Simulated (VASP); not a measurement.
A convergence study with VASP on CaF$_{2}$ (fluorite): one setting is varied, all else stays as given below, so the limit is that of these other settings.

```
CELL_PARAMETERS angstrom
      0.00000     2.73000     2.73000
      2.73000     0.00000     2.73000
      2.73000     2.73000     0.00000
ATOMIC_POSITIONS crystal
  Ca 0.00000 0.00000 0.00000
  F  0.25000 0.25000 0.25000
  F  0.75000 0.75000 0.75000
```

These are LDA (Ceperley-Alder, Perdew-Zunger), VASP's LDA PAW potentials (set 64) (plane waves; VASP) values and carry that method's errors. The tightest run used: 700 eV cut-off, 12×12×12 Monkhorst-Pack mesh, Gaussian smearing of 0.050 eV, potentials Ca_sv F.

```
setting     E (eV/atom)  pressure (GPa)  irreducible k-points
----------  -----------  --------------  --------------------
1×1×1 mesh      -6.2829          -14.69                     1
2×2×2 mesh      -6.3244           -6.19                     2
3×3×3 mesh      -6.3223           -6.16                     4
```

### Question
These are the cheaper rows. Estimate the results at 12×12×12 mesh, and how far the last row shown lies from them.

### Answer

```tsv
quantity	tightest run	last row shown is off by
E (eV/atom)	-6.3229	0.0006
pressure (GPa)	-6.17	0.01
```

Left out are rungs that failed or repeat a setting and relaxations that didn't move; long series are thinned to 24 rows.

The compound is CaF2 in the fluorite structure. The cell was not relaxed at this level.
